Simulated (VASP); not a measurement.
An input for Quantum ESPRESSO's pw.x (written as the equivalent of a VASP run, and not itself run):

```
&CONTROL
  calculation = 'scf'
  pseudo_dir = './pseudo'
  outdir = './out'
  tprnfor = .true.
  tstress = .true.
/
&SYSTEM
  ibrav = 0
  nat = 1
  ntyp = 1
  ecutwfc = 68
  occupations = 'smearing'
  smearing = 'methfessel-paxton'
  degauss = 0.00735
  input_dft = 'revpbe'
/
&ELECTRONS
  conv_thr = 7.3e-09
  electron_maxstep = 100
/
ATOMIC_SPECIES
  Ir 192.217 Ir.upf
CELL_PARAMETERS angstrom
     0.0000000    1.9217371    1.9217371
     1.9217371    0.0000000    1.9217371
     1.9217371    1.9217371    0.0000000
ATOMIC_POSITIONS crystal
  Ir   0.0000000  0.0000000  0.0000000
K_POINTS automatic
  16 16 16 0 0 0
```

Task: Write the VASP files for the same calculation (revPBE).

Result: This is not unique; one that fits is 
### INCAR
```
# general
SYSTEM =Ir
PREC   =Accurate
ENCUT  =520   # plane-wave cut-off (eV)
LREAL  =.FALSE.   # projection in real space or not
LASPH  =.TRUE.

# electronic loop
EDIFF  =1E-7   # SCF stop (eV)
NELM   =100   # most electronic steps
ALGO   =Normal   # blocked Davidson
LMAXMIX=6

# smearing
ISMEAR =1   # Methfessel-Paxton
SIGMA  =0.1

# functional
GGA    =RE   # revPBE

# ions
ISIF   =2   # forces and stress, cell fixed

# output
LWAVE  =.FALSE.
LCHARG =.FALSE.
```

**KPOINTS**
```
Regular mesh
0
gamma
 16 16 16
0 0 0
```

**POSCAR**
```
Ir
1.9217370
  0.0000000000   1.0000000546   1.0000000546
  1.0000000546   0.0000000000   1.0000000546
  1.0000000546   1.0000000546   0.0000000000
Ir
1
Direct
  0.0000000000   0.0000000000   0.0000000000
```

POTCAR, in this order: Ir (PBE.64 set). Program: vasp_std.

Limits of the translation: the potentials are each code's own (VASP's PAW set, PseudoDojo norm-conserving files in pw.x), so ENCUT and ecutwfc are chosen apart and not converted; conv_thr bounds pw.x's estimated SCF error, while EDIFF bounds the energy change between steps.

The compound is Ir in the fcc structure. This cell is one point of a volume scan, at 0.97 of the reference volume.
